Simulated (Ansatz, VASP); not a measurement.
# Ge (Germanium): VASP beside Ansatz, part 2 of 3

One calculation is typed for both programs; each brings its own data sets. How far apart do they land? The cell is taken from a series of runs on this material, whose earlier steps may have relaxed, scaled, displaced or heated it; both programs get it as it stands.

VASP 6.6.1 and Ansatz 0.2.0.

So far: Set-up; Ansatz: single point, r2SCAN, spin-orbit coupling, pair 1.

### 3. VASP: single point, r2SCAN, spin-orbit coupling, pair 1

Level of this step: r2SCAN, spin-orbit coupling; plane waves and PAW (Ge_d) (VASP).

The same cell, functional, mesh and smearing now go to VASP, with its own data sets.

Lines of VASP's logs that name or quote its potential files are left out, and so is its time.

The input, INCAR:

```
SYSTEM = Ge
PREC = Accurate
ENCUT = 450
EDIFF = 1E-06
NELM = 200
ISMEAR = 0
SIGMA = 0.01
LREAL = .FALSE.
ALGO = Normal
METAGGA = R2SCAN
LASPH = .TRUE.
LNONCOLLINEAR = .TRUE.
MAGMOM = 0 0 0 0 0 0
NBANDS = 40
GGA_COMPAT = .FALSE.
LSORBIT = .TRUE.
LORBIT = 11
LWAVE = .FALSE.
LCHARG = .FALSE.
ISIF = 2
EFERMI = MIDGAP
LMIXTAU = .TRUE.
KPAR = 2
```

The input, POSCAR:

```
Ge
1.0
   -0.0146311188      2.8219301230      2.8454075100
    2.8219301230     -0.0146311188      2.8454075100
    2.8072990042      2.8072990042      0.0000000000
Ge
2
Direct
    0.4993754236      0.4993754236      0.5006245764
    0.7506245764      0.7506245764      0.7493754236
```

The input, KPOINTS:

```
Automatic mesh
0
Gamma
8 8 8
0 0 0
```

PAW data sets: Ge_d (PBE family, release 64).

Started as:

```sh
mpirun -np 2 vasp_ncl
```

Numbers of over 12 decimals in the logs are rounded to 6 here.

The program printed:

```text
[banner, memory and clock lines left out]
running    2 mpi-ranks, on    1 nodes
 distrk:  each k-point on    1 cores,    2 groups
 distr:  one band on    1 cores,    1 groups

 POSCAR found type information on POSCAR Ge
 POSCAR found :  1 types and       2 ions
|                                                                             |
|               ----> ADVICE to this user running VASP <----                  |
|                                                                             |
|     You enforced a specific xc type in the INCAR file but a different       |
|     [... a line on the potential file left out ...]
|     I HOPE YOU KNOW WHAT YOU ARE DOING!                                     |
|                                                                             |

 LDA part: xc-table for (None), standard interpolation
 POSCAR, INCAR and KPOINTS ok, starting setup
 FFT: planning ... GRIDC
 FFT: planning ... GRID_SOFT
 FFT: planning ... GRID
 WAVECAR not read
 entering main loop
       N       E                     dE             d eps       ncg     rms          rms(c)
DAV:   1     0.240163698538E+03    0.24016E+03   -0.12897E+04  9536   0.368E+03
DAV:   2     0.170230175339E+02   -0.22314E+03   -0.21360E+03  7600   0.839E+02
DAV:   3    -0.277646832447E+02   -0.44788E+02   -0.44291E+02  8616   0.197E+02
DAV:   4    -0.303871673368E+02   -0.26225E+01   -0.26193E+01  8704   0.564E+01
DAV:   5    -0.304424730685E+02   -0.55306E-01   -0.55302E-01  8504   0.927E+00    0.338E+00
DAV:   6    -0.277466709651E+02    0.26958E+01   -0.35272E-01  8592   0.104E+01    0.196E+00
DAV:   7    -0.275782394984E+02    0.16843E+00   -0.28845E-01  9920   0.831E+00    0.407E-01
DAV:   8    -0.277533581891E+02   -0.17512E+00   -0.12035E-01  8192   0.472E+00    0.133E-01
DAV:   9    -0.277431183394E+02    0.10240E-01   -0.57822E-03  8520   0.878E-01    0.112E-01
DAV:  10    -0.277440209912E+02   -0.90265E-03   -0.40594E-04  9408   0.321E-01    0.870E-02
DAV:  11    -0.277454237390E+02   -0.14027E-02   -0.37639E-03  9856   0.998E-01    0.229E-02
DAV:  12    -0.277462094828E+02   -0.78574E-03   -0.31821E-04  7904   0.234E-01    0.145E-02
DAV:  13    -0.277462235031E+02   -0.14020E-04   -0.17735E-05  8768   0.504E-02    0.108E-02
DAV:  14    -0.277462752963E+02   -0.51793E-04   -0.20320E-05  9344   0.763E-02    0.250E-03
DAV:  15    -0.277462725273E+02    0.27690E-05   -0.12932E-05  8080   0.284E-02    0.156E-03
DAV:  16    -0.277462833710E+02   -0.10844E-04   -0.20067E-06  6424   0.130E-02    0.113E-03
DAV:  17    -0.277462854679E+02   -0.20969E-05   -0.22844E-07  5808   0.555E-03    0.483E-04
DAV:  18    -0.277462867206E+02   -0.12527E-05   -0.23214E-07  5632   0.513E-03    0.383E-04
DAV:  19    -0.277462869451E+02   -0.22453E-06   -0.54696E-08  4480   0.342E-03
   1 F= -.27746287E+02 E0= -.27746287E+02  d E =-.284529E-69  mag=     0.0000    -0.0000    -0.0000
```

Parts of OUTCAR (step 3):

```text
ion  position               nearest neighbor table
   1  0.499  0.499  0.501-   2 2.45   2 2.45   2 2.45   2 2.45
   2  0.751  0.751  0.749-   1 2.45   1 2.45   1 2.45   1 2.45

  LATTYP: Found a body centered orthorhombic cell.
 ALAT       =     3.9701203254
 B/A-ratio  =     1.0104236270
 C/A-ratio  =     1.4334112202

 Subroutine GETGRP returns: Found  8 space group operations
 (whereof  4 operations were pure point group operations)

The static configuration has the point symmetry C_2v.
 The point group associated with its full space group is D_2h.

 Found     95 irreducible k-points:

   k-points           NKPTS =     95   k-points in BZ     NKDIM =     95   number of bands    NBANDS=     40

   dimension x,y,z NGX =    28 NGY =   28 NGZ =   28
   dimension x,y,z NGXF=    56 NGYF=   56 NGZF=   56

   ENCUT  =  450.0 eV  33.07 Ry    5.75 a.u.   6.93  6.93  6.87*2*pi/ulx,y,z

   NELECT =      28.0000    total number of electrons

 k-points in reciprocal lattice and weights: Automatic mesh
   0.00000000  0.00000000  0.00000000       0.002
   0.12500000 -0.00000000  0.00000000       0.008
   0.25000000 -0.00000000  0.00000000       0.008
   0.37500000  0.00000000  0.00000000       0.008
   0.50000000 -0.00000000  0.00000000       0.004
   0.12500000  0.12500000  0.00000000       0.004
   0.25000000  0.12500000  0.00000000       0.008
   0.37500000  0.12500000  0.00000000       0.008
   0.50000000  0.12500000  0.00000000       0.008
[...]
0.25000000  0.25000000  0.50000000       0.004
  -0.25000000  0.25000000  0.50000000       0.004

 average (electrostatic) potential at core
       1 -79.4508       2 -79.4508

 E-fermi :   5.0536

 k-point     1 :       0.0000    0.0000    0.0000
  band No.  band energies     occupation
    ...
     24       4.5929      1.00000
     25       4.8549      1.00000
     26       4.8549      1.00000
     27       4.9312      1.00000
     28       4.9312      1.00000
     29       5.1835      0.00000
     30       5.1835      0.00000
     31       7.3559      0.00000
     32       7.3559      0.00000
     33       7.5559      0.00000
    ...

 k-point     2 :       0.1250   -0.0000    0.0000
  band No.  band energies     occupation
    ...
     24       2.4100      1.00000
     25       4.3521      1.00000
     26       4.3521      1.00000
     27       4.5673      1.00000
     28       4.5673      1.00000
     29       6.1272      0.00000
     30       6.1272      0.00000
     31       7.9205      0.00000
     32       7.9205      0.00000
     33       8.0686      0.00000
    ...

 k-point     3 :       0.2500   -0.0000    0.0000
  band No.  band energies     occupation
    ...
     24      -0.0724      1.00000
     25       3.7805      1.00000
     26       3.7805      1.00000
     27       3.9931      1.00000
     28       3.9931      1.00000
     29       5.7707      0.00000
     30       5.7707      0.00000
     31       8.5922      0.00000
     32       8.5922      0.00000
     33       8.7365      0.00000
    ...

  Total        0.1433197      0.1433197     -0.0524301      0.2008548      0.0000000      0.0000000
  in kB        5.0671182      5.0671182     -1.8536842      7.1012949      0.0000000      0.0000000
  external PRESSURE =       2.7601841 kB  Pullay stress =       0.0000000 kB

  energy-cutoff  :      450.00
  volume of cell :       45.32
      direct lattice vectors                 reciprocal lattice vectors
    -0.014631119  2.821930123  2.845407510    -0.176269771  0.176269771  0.175721755
     2.821930123 -0.014631119  2.845407510     0.176269771 -0.176269771  0.175721755
     2.807299004  2.807299004  0.000000000     0.178107141  0.178107141 -0.175721755

 POSITION                                       TOTAL-FORCE (eV/Angst)
 -----------------------------------------------------------------------------------
      2.80730      2.80730      2.84185         0.000000      0.000000     -0.003691
      4.21095      4.21095      4.27167         0.000000      0.000000      0.003691
 -----------------------------------------------------------------------------------
    total drift:                               -0.000000      0.000000      0.000000

  FREE ENERGIE OF THE ION-ELECTRON SYSTEM (eV)
  ---------------------------------------------------
  free  energy   TOTEN  =       -27.7462869451 eV

  energy  without entropy=      -27.7462869451  energy(sigma->0) =      -27.74628695

 Spin-Orbit-Coupling matrix elements
 Ion:    1  E_soc:     -0.0173183
 Ion:    2  E_soc:     -0.0173183

 total charge
# of ion       s       p       d       tot
------------------------------------------
    1        1.102   1.293  10.023  12.418
    2        1.102   1.293  10.023  12.418
--------------------------------------------------
tot          2.204   2.586  20.046  24.836

 magnetization (x)
# of ion       s       p       d       tot
------------------------------------------
    1        0.000  -0.000  -0.000  -0.000
    2        0.000  -0.000  -0.000  -0.000
--------------------------------------------------
tot          0.000  -0.000  -0.000  -0.000

 magnetization (y)
# of ion       s       p       d       tot
------------------------------------------
    1       -0.000  -0.000   0.000  -0.000
    2        0.000   0.000   0.000   0.000
--------------------------------------------------
tot         -0.000   0.000   0.000   0.000

 magnetization (z)
# of ion       s       p       d       tot
------------------------------------------
    1        0.000   0.000   0.000   0.000
    2        0.000   0.000   0.000   0.000
--------------------------------------------------
tot          0.000   0.000   0.000   0.000

[... 3 further parts left out ...]
```

The run ends at a pressure of 0.28 GPa, with forces up to 0.0037 eV/Å.

### 4. Comparison

Known differences besides the potentials themselves: spin-orbit coupling enters by fully relativistic files in Ansatz and inside the spheres in VASP; VASP keeps PBE cores, Ansatz makes them for the functional; the cutoff is 500 eV in Ansatz and 450 eV in VASP. Total energies have different zeros and are not compared.

Compared:

```tsv
quantity	Ansatz	VASP	difference
gap on the k mesh (eV)	0.270	0.245	+0.025
```

A gap on the mesh is an upper bound, since the band edges may lie between its points.

(Part 2 of 3 ends here.)

[Lines on the potential files, build, host, timing and source positions are cut from VASP's logs without a mark.]

[Logs are printed without paths, hosts, clocks, repeated set-up lines and the standing remarks that a program may print on its own settings, such as how far it seeks lower states.]

[Hosts, paths, dates, database ids (printed as entryN), source tags and the programs' standing remarks are cut or masked in the printed files.]
